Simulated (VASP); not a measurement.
**TiSiPb: structure and properties in VASP**

Aim: relax TiSiPb, then compute properties on the relaxed cell. The steps: rough relaxation of the start cell, full relaxation (PBE + D4), density, ELF and potential (PBE + D4), band structure (PBE + D4), density of states (PBE + D4), volume scan with PBE + D4, fit for PBE + D4, electric field gradients (PBE + D4), vibrations at Γ (PBE + D4) and band structure (PBE + D4), changed input. The cell is invented: it takes the structure of a Materials Project entry for SrSiGe (space group 187 there), with some of its atoms replaced by other elements, volume scaled by an estimate. It may not be a known or stable phase.

Program: VASP 6.6.1. Level of theory: PBE with D4; plane waves and PAW (Pb_d, Ti_sv, Si); invented cell. Results are calculated unless marked as measured.

This is a report of a sequence of runs, with most program output left out.

## (1) The structure

Before any relaxation, the start is as follows. Symmetry: P-6m2, No. 187, hexagonal system. Conventional cell: a = 4.199 Å, b = 4.199 Å, c = 4.390 Å, α = 90.00°, β = 90.00°, γ = 120.00°. Pb has 6 Si at 3.27 Å and 6 Ti at 3.27 Å nearest. Ti has 3 Si at 2.42 Å and 6 Pb at 3.27 Å nearest. Nearest to Si lie 3 Ti at 2.42 Å and 6 Pb at 3.27 Å. It derives from SrSiGe. it takes the structure of a Materials Project entry for SrSiGe (space group 187 there), with some of its atoms replaced by other elements, volume scaled by an estimate. Farther neighbours are not listed.

## (2) Rough relaxation of the start cell

The start is only an estimate, so a cheap relaxation brings it near a minimum before any careful run. PBE, the usual starting point, adds the gradient of the density. A dispersion term adds the long-range attraction that semilocal functionals lack. D4 lets the coefficients depend on atomic charges too.

Contents of INCAR:

```
SYSTEM = TiSiPb
PREC = Normal
ENCUT = 400
EDIFF = 1E-05
NELM = 60
ISMEAR = 1
SIGMA = 0.2
LREAL = .FALSE.
ALGO = Fast
GGA = PE
IVDW = 13
NBANDS = 21
LORBIT = 11
LWAVE = .FALSE.
LCHARG = .FALSE.
IBRION = 2
NSW = 40
ISIF = 3
EDIFFG = -0.04
```

Contents of POSCAR:

```
TiSiPb
1.0
    4.1993000000      0.0000000000      0.0000000000
   -2.0996500000      3.6367000000      0.0000000000
    0.0000000000      0.0000000000      4.3904700000
Pb Ti Si
1 1 1
Direct
    0.6666666700      0.3333333300      0.0000000000
    0.0000000000      0.0000000000      0.5000000000
    0.3333333300      0.6666666700      0.5000000000
```

Contents of KPOINTS:

```
Automatic mesh
0
Gamma
5 5 4
0 0 0
```

Potentials, in the order of the species: Pb_d, Ti_sv and Si (PBE family, release 64).

Command:

```console
mpirun -np 1 vasp_std
```

Wall time 63 s (1 MPI rank of AMD EPYC 7R43, shared host); peak memory 0.12 GiB.

The k-mesh is coarse for a metal. This relaxation is a rough one on cheap settings, only to bring the start near its minimum. Dispersion corrections of this kind ignore metallic screening and tend to overbind metals. The run keeps the 12 symmetry operations of its start, so it cannot find a distortion of lower symmetry.

Relaxation path:

| step | energy less that of the first step (eV) | largest force (eV/Å) | pressure (GPa) | volume (Å³) |
| --- | --- | --- | --- | --- |
| 1 | 0.0000 | 0.0000 | -0.57 | 67.05 |
| 2 | -0.1314 | 0.0000 | -1.65 | 66.20 |
| 3 | -0.2186 | 0.0000 | -2.73 | 64.87 |
| 4 | -0.2249 | 0.0000 | 2.46 | 60.29 |
| 5 | -0.2398 | 0.0000 | 0.00 | 62.33 |

| cell as run | before | after | change |
| --- | --- | --- | --- |
| a (Å) | 4.199 | 4.318 | +2.8 % |
| b (Å) | 4.199 | 4.318 | +2.8 % |
| c (Å) | 4.390 | 3.861 | -12.1 % |
| volume (Å³/atom) | 22.35 | 20.78 | -7.0 % |

The relaxed structure:

```xyz
3
Lattice="4.3177 0.0000 0.0000 -2.1588 3.7392 0.0000 0.0000 0.0000 3.8606" Properties=species:S:1:pos:R:3 pbc="T T T"
Pb    2.1588    1.2464    0.0000
Ti    0.0000    0.0000    1.9303
Si    0.0000    2.4928    1.9303
```

Numbers from this step:

- electrons: 30
- bands: 21
- irreducible k-points: 15
- symmetry operations: 12
- free energy (TOTEN): -17.17 eV
- energy at zero smearing: -17.17 eV
- Fermi energy: 7.931 eV
- pressure: -0.001181 GPa
- metallic: yes
- SCF cycles over all ionic steps: 102

It ends with forces that vanish by symmetry and a pressure of 0.00 GPa.

## (3) Full relaxation (PBE + D4)

Properties are meant for the cell that this level of theory prefers, so cell and atoms are relaxed first (ISIF = 3) until forces and stress are small; EDIFFG sets the threshold.

Contents of INCAR:

```
SYSTEM = TiSiPb
PREC = Accurate
ENCUT = 400
EDIFF = 1E-06
NELM = 100
ISMEAR = 1
SIGMA = 0.2
LREAL = .FALSE.
ALGO = Normal
GGA = PE
IVDW = 13
NBANDS = 21
LORBIT = 11
LWAVE = .FALSE.
LCHARG = .FALSE.
IBRION = 2
NSW = 60
ISIF = 3
EDIFFG = -0.01
```

Contents of POSCAR:

```
TiSiPb
1.0
    4.3176947077      0.0000000000      0.0000000000
   -2.1588473539      3.7392327854      0.0000000000
    0.0000000000      0.0000000000      3.8606035550
Pb Ti Si
1 1 1
Direct
    0.6666666700      0.3333333300      0.0000000000
    0.0000000000      0.0000000000      0.5000000000
    0.3333333300      0.6666666700      0.5000000000
```

Contents of KPOINTS:

```
Automatic mesh
0
Gamma
6 6 6
0 0 0
```

Command:

```console
mpirun -np 1 vasp_std
```

Elapsed: 70 s, on 1 MPI rank; peak memory 0.14 GiB.

Relaxation path:

| step | energy less that of the first step (eV) | largest force (eV/Å) | pressure (GPa) | volume (Å³) |
| --- | --- | --- | --- | --- |
| 1 | 0.0000 | 0.0000 | -0.29 | 62.33 |
| 2 | -0.0053 | 0.0000 | 0.43 | 61.99 |
| 3 | -0.0058 | 0.0000 | 0.67 | 61.86 |
| 4 | -0.0080 | 0.0000 | 0.09 | 62.54 |
| 5 | -0.0081 | 0.0000 | 0.06 | 62.62 |

| conventional cell, symmetrised | before | after | change |
| --- | --- | --- | --- |
| a (Å) | 4.318 | 4.284 | -0.8 % |
| b (Å) | 4.318 | 4.284 | -0.8 % |
| c (Å) | 3.861 | 3.940 | +2.1 % |
| volume (Å³/atom) | 20.78 | 20.87 | +0.5 % |

The relaxed structure:

```
Pb Ti Si
1.0
     4.28369    0.00000    0.00000
    -2.14185    3.70979    0.00000
     0.00000    0.00000    3.94040
Pb Ti Si
1 1 1
Direct
  0.66667 0.33333 0.00000
  0.00000 0.00000 0.50000
  0.33333 0.66667 0.50000
```

Numbers from this step:

- irreducible k-points: 28
- free energy (TOTEN): -17.15 eV
- energy at zero smearing: -17.15 eV
- Fermi energy: 7.867 eV
- pressure: 0.05693 GPa
- SCF cycles over all ionic steps: 44

It ends with forces that vanish by symmetry and a pressure of 0.06 GPa.

## (4) Density, ELF and potential (PBE + D4)

The relaxed cell gets a fresh self-consistent run, on a basis set for its own volume, to fix the density and to check the remaining stress.

Edit INCAR of step 3 so:

```diff
@@ -14,6 +14,5 @@
 LWAVE = .FALSE.
-LCHARG = .FALSE.
-IBRION = 2
-NSW = 60
-ISIF = 3
-EDIFFG = -0.01
+LCHARG = .TRUE.
+ISIF = 2
+LELF = .TRUE.
+LVHAR = .TRUE.
```

Contents of POSCAR:

```
TiSiPb
1.0
    4.2836948574      0.0000000000      0.0000000000
   -2.1418474288      3.7097880636      0.0000000000
    0.0000000000      0.0000000000      3.9404015496
Pb Ti Si
1 1 1
Direct
    0.6666666700      0.3333333300      0.0000000000
    0.0000000000      0.0000000000      0.5000000000
    0.3333333300      0.6666666700      0.5000000000
```

KPOINTS is that of step 3.

Command:

```console
mpirun -np 1 vasp_std
```

Run time: 22 s. Hardware: 1 MPI rank; peak memory 0.14 GiB.

Numbers from this step:

```
SCF cycles : 14
pressure   : 0.02729 GPa
```

Valence electrons inside each PAW sphere by angular momentum. Sphere charges, by row:

| atom | s (e) | p (e) | d (e) | tot (e) |
| --- | --- | --- | --- | --- |
| Pb1 | 1.307 | 0.877 | 9.823 | 12.01 |
| Ti2 | 2.19 | 6.089 | 2.011 | 10.29 |
| Si3 | 0.824 | 0.876 | 0 | 1.7 |

Valence density in the ab plane at fractional z = 0.500, with atoms of Ti and Si within 0.2 Å of it. It is the smooth field of the valence electrons, not physical close to the nuclei.

Ten steps, logarithmic in the rise over the least value, from '0' (0 e/Å³) to '9' (13 e/Å³), each cell a mean:
```
97432222223589
65333333333577
33333223333444
23331023322222
23320123221112
23322232211112
23333322111112
23333221111112
23332211111112
33332111111112
66642111111124
88742111111257
99632222222479
```
Columns run along a (4.3 Å), rows up along b (4.3 Å). Atoms in or near the plane, at fractional coordinates: Ti at (0.00, 0.00), Si at (0.33, 0.67).

ELF in the ab plane at fractional z = 0.500, with atoms of Ti and Si within 0.2 Å of it. It is the smooth field of the valence electrons, not physical close to the nuclei.

Ten even steps from '_' (0.08) to '@' (0.96), each cell a mean:
```
%%++::--**########++::::**@@
==::--**%%##**##%%**::::++**
..--##%%**==++%%%%**::..::::
--**%%**::__==##%%++..______
**##**--__..++####==..____::
**##**====++####++::____..--
**##%%%%%%####++::______..==
**##%%%%##**==::________..--
--========--..__________..::
..::::..____________________
--==--..______......______..
%%%%++..__..::----::____::++
@@%%==....==++++++==....++%%
```
Columns run along a (4.3 Å), rows up along b (4.3 Å). Atoms in or near the plane, at fractional coordinates: Ti at (0.00, 0.00), Si at (0.33, 0.67).

Electrostatic potential energy in the ab plane at fractional z = 0.500, with atoms of Ti and Si within 0.2 Å of it. With pseudopotentials it is smooth inside the atoms' cores, unlike the true potential.

Ten even steps from '0' (-81 eV) to '9' (2 eV), each cell a mean:
```
23689999998632
46898667898643
78874115898766
99730005899999
98500028999999
98511379999999
98756899999999
99889999999999
99999999999999
87789999999999
54579999999987
22479999999964
12479999999742
```
Columns run along a (4.3 Å; values clipped at the 3rd and 97th percentile), rows up along b (4.3 Å). Atoms in or near the plane, at fractional coordinates: Ti at (0.00, 0.00), Si at (0.33, 0.67).

In this run the pressure is 0.03 GPa, small enough to go on.

## (5) Band structure (PBE + D4)

Levels along the symmetry lines show where the bands peak and cross; KPOINTS_OPT computes them in the converged potential.

Contents of INCAR:

```
SYSTEM = TiSiPb
PREC = Accurate
ENCUT = 400
EDIFF = 1E-06
NELM = 100
ISMEAR = 1
SIGMA = 0.2
LREAL = .FALSE.
ALGO = Normal
GGA = PE
IVDW = 13
NBANDS = 28
LORBIT = 11
LWAVE = .FALSE.
LCHARG = .FALSE.
```

POSCAR is that of step 4.

KPOINTS is that of step 4.

Contents of KPOINTS_OPT:

```
Line mode
16
Line-mode
Reciprocal
  0.00000000   0.00000000   0.00000000 GAMMA
  0.50000000   0.00000000   0.00000000 M

  0.50000000   0.00000000   0.00000000 M
  0.33333333   0.33333333   0.00000000 K

  0.33333333   0.33333333   0.00000000 K
  0.00000000   0.00000000   0.00000000 GAMMA

  0.00000000   0.00000000   0.00000000 GAMMA
  0.00000000   0.00000000   0.50000000 A

  0.00000000   0.00000000   0.50000000 A
  0.50000000   0.00000000   0.50000000 L

  0.50000000   0.00000000   0.50000000 L
  0.33333333   0.33333333   0.50000000 H

  0.33333333   0.33333333   0.50000000 H
  0.00000000   0.00000000   0.50000000 A

  0.50000000   0.00000000   0.50000000 L
  0.50000000   0.00000000   0.00000000 M

  0.33333333   0.33333333   0.00000000 K
  0.33333333   0.33333333   0.50000000 H
```

Command:

```console
mpirun -np 1 vasp_std
```

It took 1.7 min on 1 MPI rank; peak memory 0.15 GiB.

Spin-orbit coupling is off here; with elements this heavy it splits and shifts levels by tenths of an eV or more.

Numbers from this step:

* bands: 28
* pressure: 0.02323 GPa

The electronic bands at the labelled points (eV, zero at the Fermi level; # counts the bands kept):

| point | #3 | #4 | #5 | #6 | #7 | #8 | #9 | #10 |
| --- | --- | --- | --- | --- | --- | --- | --- | --- |
| Γ | -2.51 | -2.51 | -1.05 | 0.54 | 1.05 | 1.05 | 2.14 | 2.14 |
| 0.53 of the way | -2.33 | -1.67 | -1.09 | -0.55 | 0.99 | 1.02 | 1.77 | 1.94 |
| M | -2.16 | -2.01 | -1.02 | -0.41 | 0.47 | 0.95 | 1.76 | 2.56 |
| 0.47 of the way | -3.63 | -0.86 | -0.78 | -0.25 | 0.46 | 0.47 | 1.86 | 3.13 |
| K | -4.45 | -0.33 | -0.32 | -0.31 | -0.06 | 0.44 | 2.16 | 3.63 |
| 0.53 of the way | -2.74 | -1.43 | -1.07 | -0.43 | 0.87 | 1.03 | 1.85 | 2.07 |
| Γ | -2.51 | -2.51 | -1.05 | 0.54 | 1.05 | 1.05 | 2.14 | 2.14 |
| 0.53 of the way | -2.14 | -2.14 | -0.07 | 0.49 | 0.49 | 1.13 | 2.80 | 2.80 |
| A | -1.76 | -1.76 | 0.18 | 0.18 | 1.43 | 1.69 | 1.95 | 2.91 |
| 0.47 of the way | -2.99 | -1.80 | -1.38 | -0.52 | 0.98 | 1.32 | 2.20 | 2.99 |
| L | -4.38 | -3.83 | -1.12 | -0.66 | 0.01 | 1.61 | 1.67 | 1.96 |
| 0.53 of the way | -4.17 | -3.88 | -1.49 | -1.49 | 0.08 | 1.54 | 1.71 | 1.96 |
| H | -3.97 | -3.95 | -2.12 | -1.75 | 0.14 | 1.53 | 1.70 | 1.97 |
| 0.53 of the way | -3.19 | -2.18 | -1.34 | -0.77 | 1.02 | 1.05 | 2.07 | 2.55 |
| A | -1.76 | -1.76 | 0.18 | 0.18 | 1.43 | 1.69 | 1.95 | 2.91 |
| jump to L | -4.38 | -3.83 | -1.12 | -0.66 | 0.01 | 1.61 | 1.67 | 1.96 |
| 0.47 of the way | -3.55 | -2.12 | -1.76 | -0.41 | -0.01 | 0.94 | 1.28 | 2.39 |
| M | -2.16 | -2.01 | -1.02 | -0.41 | 0.47 | 0.95 | 1.76 | 2.56 |
| jump to K | -4.45 | -0.33 | -0.32 | -0.31 | -0.06 | 0.44 | 2.16 | 3.63 |
| 0.53 of the way | -3.67 | -2.62 | -2.46 | -0.48 | 0.05 | 1.46 | 1.69 | 2.68 |
| H | -3.97 | -3.95 | -2.12 | -1.75 | 0.14 | 1.53 | 1.70 | 1.97 |

Of the projections kept (Pb, Ti, Si), the largest for each band there; the rest of the weight can lie on other orbitals:

| point | #3 | #4 | #5 | #6 | #7 | #8 | #9 | #10 |
| --- | --- | --- | --- | --- | --- | --- | --- | --- |
| Γ | Ti 0.57 | Ti 0.57 | Pb 0.47 | Ti 0.79 | Ti 1.00 | Ti 1.00 | Pb 0.60 | Pb 0.60 |
| M | Si 0.42 | Ti 0.44 | Ti 0.63 | Ti 0.76 | Ti 0.90 | Ti 0.98 | Ti 0.79 | Si 0.45 |
| K | Pb 0.39 | Ti 0.70 | Ti 0.87 | Ti 0.76 | Ti 0.81 | Ti 0.74 | Ti 0.37 | Ti 0.68 |
| Γ | Ti 0.57 | Ti 0.57 | Pb 0.47 | Ti 0.79 | Ti 1.00 | Ti 1.00 | Pb 0.60 | Pb 0.60 |
| A | Ti 0.66 | Ti 0.66 | Ti 0.85 | Ti 0.85 | Ti 0.62 | Si 0.51 | Ti 0.62 | Pb 0.81 |
| L | Pb 0.39 | Pb 0.57 | Ti 0.67 | Ti 0.57 | Ti 0.84 | Ti 0.86 | Ti 0.70 | Ti 0.99 |

There is no gap at this level.

## (6) Density of states (PBE + D4)

Here the states are counted by energy and projected on the atoms. The mesh is finer than in the run before.

Edit INCAR of step 5 so:

```diff
@@ -5,3 +5,3 @@
 NELM = 100
-ISMEAR = 1
+ISMEAR = -5
 SIGMA = 0.2
@@ -15 +15,2 @@
 LCHARG = .FALSE.
+NEDOS = 2001
```

POSCAR is that of step 5.

Contents of KPOINTS:

```
Automatic mesh
0
Gamma
9 9 8
0 0 0
```

Command:

```console
mpirun -np 1 vasp_std
```

Wall time 56 s (1 MPI rank); peak memory 0.18 GiB.

The DOS at the Fermi level is high for the number of transition-metal atoms. It is one value on this mesh and may be a narrow spike; if it stands, a magnetic instability is possible, which a run without spin can't show. With tetrahedra the forces and stress of a metal are not exact derivatives of the energy.

This step gave:

| Property | Result |
| --- | --- |
| irreducible k-points | 60 |
| Fermi energy | 7.876 eV |
| pressure | 0.1661 GPa |
| DOS at the Fermi level | 4.393 states/eV/cell |

The density of states has structure finer than the step of the table below, so its rows give means over 0.5 eV, whole bins alone (the curve runs from -12.0 to 4.02 eV). Peaks (eV: height): total -0.31: 6.29, 0.04: 5.04, 1.33: 6.75, 1.68: 4.78; Ti d -0.31: 2.76, 0.04: 2.73, 1.33: 4.31, 1.68: 2.90; Si p -2.54: 0.287, -2.23: 0.309, -0.31: 0.640, 0.04: 0.332; Pb p -3.55: 0.229, -2.54: 0.237, -2.23: 0.253, -1.05: 0.271; Pb s -9.06: 0.559, -6.87: 0.349, 1.33: 0.243, 1.72: 0.176.

States under -12.0 eV and over 4.0 eV are left out. Table of density of states by energy, zero at the Fermi level; means over each step; 7 of 8 lines; values in states/eV/cell:

| energy (eV) | total | Ti d | Si p | Pb p | Pb s | Ti p | Ti s |
| --- | --- | --- | --- | --- | --- | --- | --- |
| -11.5 | 0 | 0 | 0 | 0 | 0 | 0 | 0 |
| -11.0 | 0.138 | 2.2e-4 | 3.0e-4 | 4.4e-4 | 0.0458 | 3.5e-4 | 0.00474 |
| -10.5 | 0.365 | 7.5e-4 | 0.00173 | 0.00229 | 0.125 | 0.00214 | 0.0108 |
| -10.0 | 0.533 | 0.00152 | 0.00414 | 0.00474 | 0.195 | 0.00503 | 0.0124 |
| -9.5 | 0.821 | 0.00315 | 0.00893 | 0.00718 | 0.339 | 0.0106 | 0.0122 |
| -9.0 | 1.05 | 0.00665 | 0.0136 | 0.00792 | 0.497 | 0.0145 | 0.00837 |
| -8.5 | 0.746 | 0.00948 | 0.00828 | 0.00549 | 0.395 | 0.00745 | 0.00349 |
| -8.0 | 0.439 | 0.00865 | 0.00309 | 0.00557 | 0.221 | 0.00255 | 0.00424 |
| -7.5 | 0.756 | 0.0242 | 0.00617 | 0.0305 | 0.0682 | 0.0126 | 0.0147 |
| -7.0 | 1.87 | 0.0720 | 0.0111 | 0.0473 | 0.199 | 0.0358 | 0.0249 |
| -6.5 | 0.646 | 0.0296 | 0.00673 | 0.0176 | 0.125 | 0.00833 | 0.00782 |
| -6.0 | 0.338 | 0.0189 | 0.00487 | 0.00920 | 0.0775 | 0.00319 | 0.00355 |
| -5.5 | 0.181 | 0.0117 | 0.00291 | 0.00461 | 0.0439 | 0.00134 | 0.00166 |
| -5.0 | 0.0955 | 0.00700 | 0.00151 | 0.00200 | 0.0247 | 5.0e-4 | 8.5e-4 |
| -4.5 | 0.0737 | 0.00441 | 0.00571 | 0.00787 | 0.00649 | 9.3e-4 | 0.00275 |
| -4.0 | 1.03 | 0.0651 | 0.109 | 0.148 | 0.00716 | 0.0189 | 0.0409 |
| -3.5 | 1.55 | 0.121 | 0.168 | 0.208 | 0.0250 | 0.0253 | 0.0570 |
| -3.0 | 1.37 | 0.146 | 0.154 | 0.174 | 0.0289 | 0.0249 | 0.0342 |
| -2.5 | 1.84 | 0.289 | 0.233 | 0.208 | 0.0288 | 0.0372 | 0.0296 |
| -2.0 | 2.12 | 0.401 | 0.269 | 0.221 | 0.0309 | 0.0483 | 0.0266 |
| -1.5 | 1.74 | 0.402 | 0.185 | 0.189 | 0.0250 | 0.0379 | 0.0170 |
| -1.0 | 1.99 | 0.593 | 0.168 | 0.212 | 0.0255 | 0.0300 | 0.0179 |
| -0.5 | 3.16 | 1.27 | 0.292 | 0.183 | 0.0623 | 0.0422 | 0.0442 |
| 0.0 | 2.84 | 1.44 | 0.182 | 0.136 | 0.0391 | 0.0292 | 0.0496 |
| 0.5 | 2.01 | 1.06 | 0.0901 | 0.118 | 0.0387 | 0.0238 | 0.0219 |
| 1.0 | 2.39 | 1.43 | 0.0712 | 0.0888 | 0.0655 | 0.0252 | 0.0124 |
| 1.5 | 4.02 | 2.51 | 0.0981 | 0.0995 | 0.159 | 0.0612 | 0.0186 |
| 2.0 | 3.40 | 1.86 | 0.136 | 0.116 | 0.0704 | 0.0875 | 0.0628 |
| 2.5 | 2.15 | 0.996 | 0.141 | 0.124 | 0.0211 | 0.0570 | 0.0207 |
| 3.0 | 1.08 | 0.486 | 0.0767 | 0.0784 | 0.00569 | 0.0266 | 0.00625 |
| 3.5 | 1.46 | 0.550 | 0.0754 | 0.169 | 0.0102 | 0.0387 | 0.0123 |

The finer mesh and the other smearing move the Fermi level by +0.01 eV from the 6×6×6 run, a small shift, which tests the Fermi level alone. Of the states within 0.3 eV of the Fermi level, the largest shares in the PAW spheres are Ti d 50 % and Si p 7 %. The rest lies in smaller channels or between the spheres.

## (7) Volume scan with PBE + D4

An equation of state needs energies on both sides of the minimum, all on one mesh and cutoff.

Contents of INCAR:

```
SYSTEM = TiSiPb
PREC = Accurate
ENCUT = 400
EDIFF = 1E-06
NELM = 100
ISMEAR = 1
SIGMA = 0.2
LREAL = .FALSE.
ALGO = Normal
GGA = PE
IVDW = 13
NBANDS = 21
LORBIT = 11
LWAVE = .FALSE.
LCHARG = .FALSE.
ISIF = 2
```

Contents of POSCAR:

```
TiSiPb
1.0
    4.1962479763      0.0000000000      0.0000000000
   -2.0981239882      3.6340568534      0.0000000000
    0.0000000000      0.0000000000      3.8599626207
Pb Ti Si
1 1 1
Direct
    0.6666666700      0.3333333300      0.0000000000
    0.0000000000      0.0000000000      0.5000000000
    0.3333333300      0.6666666700      0.5000000000
```

Contents of KPOINTS:

```
Automatic mesh
0
Gamma
6 6 6
0 0 0
```

Command:

```console
mpirun -np 1 vasp_std
```

Run time: 21 s. Hardware: 1 MPI rank; peak memory 0.13 GiB.

The scan keeps the cell's shape and the fractional positions fixed.

Numbers from this step:

```
bands                   : 21
irreducible k-points    : 28
free energy (TOTEN)     : -17.09 eV
energy at zero smearing : -17.09 eV
Fermi energy            : 8.601 eV
pressure                : 5.172 GPa
```

The pressure here is 5.17 GPa.

## (8) Volume scan with PBE + D4 (run 2)

INCAR is that of step 7.

Contents of POSCAR:

```
TiSiPb
1.0
    4.2257999920      0.0000000000      0.0000000000
   -2.1128999961      3.6596496463      0.0000000000
    0.0000000000      0.0000000000      3.8871463517
Pb Ti Si
1 1 1
Direct
    0.6666666700      0.3333333300      0.0000000000
    0.0000000000      0.0000000000      0.5000000000
    0.3333333300      0.6666666700      0.5000000000
```

KPOINTS is that of step 7.

Command:

```console
mpirun -np 1 vasp_std
```

Run time: 22 s. Hardware: 1 MPI rank; peak memory 0.13 GiB.

Numbers from this step:

```
free energy (TOTEN)     : -17.12 eV
energy at zero smearing : -17.12 eV
Fermi energy            : 8.348 eV
pressure                : 3.274 GPa
```

The pressure falls from 5.17 to 3.27 GPa.

The run ends at a pressure of 3.27 GPa.

## (9) Volume scan with PBE + D4 (run 3)

INCAR is that of step 8.

Contents of POSCAR:

```
TiSiPb
1.0
    4.2549443612      0.0000000000      0.0000000000
   -2.1274721807      3.6848894069      0.0000000000
    0.0000000000      0.0000000000      3.9139551048
Pb Ti Si
1 1 1
Direct
    0.6666666700      0.3333333300      0.0000000000
    0.0000000000      0.0000000000      0.5000000000
    0.3333333300      0.6666666700      0.5000000000
```

KPOINTS is that of step 8.

Command:

```console
mpirun -np 1 vasp_std
```

Run time: 24 s. Hardware: 1 MPI rank; peak memory 0.13 GiB.

The pressure falls from 3.27 to 1.57 GPa.

The run ends at a pressure of 1.57 GPa.

## (10) Volume scan with PBE + D4 (run 4)

INCAR is that of step 9.

Contents of POSCAR:

```
TiSiPb
1.0
    4.2836948574      0.0000000000      0.0000000000
   -2.1418474288      3.7097880636      0.0000000000
    0.0000000000      0.0000000000      3.9404015496
Pb Ti Si
1 1 1
Direct
    0.6666666700      0.3333333300      0.0000000000
    0.0000000000      0.0000000000      0.5000000000
    0.3333333300      0.6666666700      0.5000000000
```

KPOINTS is that of step 9.

Command:

```console
mpirun -np 1 vasp_std
```

It took 22 s on 1 MPI rank; peak memory 0.13 GiB.

The pressure falls from 1.57 to 0.03 GPa.

The run ends at a pressure of 0.03 GPa.

(Part 1 of 2 ends here.)

[Lines on the potential files, build, host, timing and source positions are cut from VASP's logs without a mark.]

[Logs are printed without paths, hosts, clocks, repeated set-up lines and the standing remarks that a program may print on its own settings, such as how far it seeks lower states.]

[Hosts, paths, dates, database ids (printed as entryN), source tags and the programs' standing remarks are cut or masked in the printed files.]

[A measured line is paired with the nearest computed mode of its activity, which favours agreement.]
